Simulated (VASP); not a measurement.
Wanted: the native input for a VASP 6.6.1 run.

```
Task                   : band structure
Functional             : PBE
Potentials or basis    : VASP PAW PBE potentials, release 64 (Ga_d, N)
Cutoff                 : 520 eV
k mesh                 : 12 × 12 × 6
Occupations            : gaussian, width 0.02 eV
Spin                   : no spin polarisation
Further INCAR settings : ALGO = Normal; EDIFF = 1e-07
```

Crystal: GaN.

```
Ga N
1.0
     3.18000    0.00000    0.00000
    -1.59000    2.75396    0.00000
     0.00000    0.00000    5.16600
Ga N
2 2
Direct
  0.33333 0.66667 0.00000
  0.66667 0.33333 0.50000
  0.33333 0.66667 0.37500
  0.66667 0.33333 0.87500
```

These files were run (other wordings do the same):

POSCAR

```
GaN
1.0
    3.1800000000      0.0000000000      0.0000000000
   -1.5900000000      2.7539607800      0.0000000000
    0.0000000000      0.0000000000      5.1660000000
Ga N
2 2
Direct
    0.3333333300      0.6666666700      0.0000000000
    0.6666666700      0.3333333300      0.5000000000
    0.3333333300      0.6666666700      0.3750000000
    0.6666666700      0.3333333300      0.8750000000
```

INCAR.step1

```
SYSTEM = GaN
ALGO = Normal ; EDIFF = 1E-7
ENCUT = 520 ; GGA = PE
ISIF = 2 ; ISMEAR = 0
LASPH = .TRUE. ; LCHARG = .TRUE.
LREAL = .FALSE. ; LWAVE = .FALSE.
NELM = 60 ; PREC = Accurate
SIGMA = 0.02
```

KPOINTS.step1

```
k-points
0
G
  12 12 6
  0 0 0
```

INCAR.step2

```
SYSTEM = GaN
ALGO = Normal ; EDIFF = 1E-7
ENCUT = 520 ; GGA = PE
ICHARG = 11 ; ISIF = 2
ISMEAR = 0 ; LASPH = .TRUE.
LCHARG = .FALSE. ; LREAL = .FALSE.
LWAVE = .FALSE. ; NELM = 60
PREC = Accurate ; SIGMA = 0.05
```

KPOINTS.step2

```
path GMKGALHA,LM,KH
20
line-mode
reciprocal
 0.0000000000  0.0000000000  0.0000000000  G
 0.5000000000  0.0000000000  0.0000000000  M

 0.5000000000  0.0000000000  0.0000000000  M
 0.3333333333  0.3333333333  0.0000000000  K

 0.3333333333  0.3333333333  0.0000000000  K
 0.0000000000  0.0000000000  0.0000000000  G

 0.0000000000  0.0000000000  0.0000000000  G
 0.0000000000  0.0000000000  0.5000000000  A

 0.0000000000  0.0000000000  0.5000000000  A
 0.5000000000  0.0000000000  0.5000000000  L

 0.5000000000  0.0000000000  0.5000000000  L
 0.3333333333  0.3333333333  0.5000000000  H

 0.3333333333  0.3333333333  0.5000000000  H
 0.0000000000  0.0000000000  0.5000000000  A

 0.5000000000  0.0000000000  0.5000000000  L
 0.5000000000  0.0000000000  0.0000000000  M

 0.3333333333  0.3333333333  0.0000000000  K
 0.3333333333  0.3333333333  0.5000000000  H
```

Potentials or basis: VASP PAW PBE potentials, release 64 (Ga_d, N).

Run with:

```sh
$ cat potpaw_PBE.64/Ga_d/POTCAR potpaw_PBE.64/N/POTCAR > POTCAR
$ cp INCAR.step1 INCAR
$ cp KPOINTS.step1 KPOINTS
$ mpirun -np 1 vasp_std > vasp.out
$ cp INCAR.step2 INCAR
$ cp KPOINTS.step2 KPOINTS
$ mpirun -np 1 vasp_std > vasp.out
```

It gave:

- Band gap on the k mesh: 1.97 eV, direct
- Band gap along the path: 1.97 eV, direct

Caveat: the log is that of the step along the path at fixed density, whose energy, stress, charges and moments have no meaning.

Wall time 2 min on 1 thread of Intel(R) Xeon(R) Platinum 8375C CPU @ 2.90GHz (Ice Lake) (shared host), peak memory 0.27 GiB.
